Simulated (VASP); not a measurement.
Given:

```
CELL_PARAMETERS angstrom
     11.56740     0.00000     0.00000
      0.00000    11.56740     0.00000
      0.00000     0.00000    11.56740
ATOMIC_POSITIONS crystal
  Ge 0.49759 0.00082 0.00077
  Ge 0.62587 0.12563 0.12591
  Ge 0.75012 0.24977 0.00023
  Ge 0.87405 0.37420 0.12591
  Ge 0.75035 0.99984 0.24966
  Ge 0.87408 0.12571 0.37401
  Ge 0.00053 0.99947 0.99945
  Ge 0.12530 0.12461 0.12461
  Ge 0.25077 0.24901 0.00064
  Ge 0.37890 0.37434 0.12739
  Ge 0.50054 0.49926 0.00053
  Ge 0.62519 0.62113 0.12741
  Ge 0.75095 0.74898 0.00067
  Ge 0.87556 0.87432 0.12441
  Ge 0.25069 0.00070 0.24915
  Ge 0.37874 0.12718 0.37480
  Ge 0.50982 0.25646 0.25696
  Ge 0.74264 0.49004 0.25711
  Ge 0.87235 0.62121 0.37465
  Ge 0.50042 0.00021 0.49943
  Ge 0.62515 0.12703 0.62110
  Ge 0.74280 0.25644 0.48994
  Ge 0.87244 0.37431 0.62107
  Ge 0.75088 0.00065 0.74922
  Ge 0.87533 0.12464 0.87469
  Ge 0.99913 0.50241 0.00099
  Ge 0.12707 0.62352 0.12630
  Ge 0.24908 0.75083 0.00160
  Ge 0.37621 0.87318 0.12617
  Ge 0.99987 0.24977 0.24976
  Ge 0.12568 0.37385 0.37389
  Ge 0.25196 0.49881 0.25201
  Ge 0.37573 0.62441 0.37766
  Ge 0.50100 0.74838 0.25195
  Ge 0.62613 0.87443 0.37383
  Ge 0.99918 0.00096 0.50239
  Ge 0.12697 0.12619 0.62366
  Ge 0.25179 0.25199 0.49903
  Ge 0.37569 0.37770 0.62437
  Ge 0.62242 0.62444 0.62445
  Ge 0.74798 0.74850 0.49908
  Ge 0.87390 0.87321 0.62372
  Ge 0.24906 0.00150 0.75088
  Ge 0.37633 0.12617 0.87302
  Ge 0.50105 0.25193 0.74812
  Ge 0.62613 0.37383 0.87432
  Ge 0.74810 0.49889 0.74823
  Ge 0.87385 0.62359 0.87309
  Ge 0.99930 0.74901 0.24905
  Ge 0.12431 0.87555 0.37500
  Ge 0.99920 0.49922 0.49928
  Ge 0.12261 0.62489 0.62506
  Ge 0.24825 0.75133 0.50281
  Ge 0.37473 0.87677 0.62522
  Ge 0.99926 0.24901 0.74910
  Ge 0.12434 0.37496 0.87559
  Ge 0.24837 0.50279 0.75153
  Ge 0.37476 0.62499 0.87722
  Ge 0.49715 0.75144 0.75176
  Ge 0.62506 0.87548 0.87565
  Ge 0.99838 0.75085 0.75089
  Ge 0.12566 0.87426 0.87432
  As 0.50492 0.49535 0.49534
```
Cell charge -2.

The numbers are results of PBE GGA, VASP's PBE PAW potentials (set 64) (plane waves; VASP 6.6.1), not measurements. Numerical set-up: PREC = Normal, LREAL = Auto, ISYM = 0, NELECT = 255.0, 400 eV cut-off, 1×1×1 Γ-centred mesh, Gaussian smearing of 0.050 eV, potentials Ge As. Starting moments (MAGMOM): 63*0.0476. The cell's moment is fixed (NUPDOWN = 3).

The cell is charged, with a uniform compensating background.  The supercell is sampled at Γ alone, which is coarse: total energies, pressure and levels can be off, energies of defects by several tenths of an eV.

Task: What does the run give for the cell moment, energy per atom (σ→0), pressure?

Result: 
```yaml
cell_moment: 3.00 μB
energy per atom (σ→0): -410.8 kJ/mol of atoms
pressure: 3.37 GPa
```

The cell is a supercell with a defect, built from Ge (diamond): As_Ge-vac_Ge, charge -2.
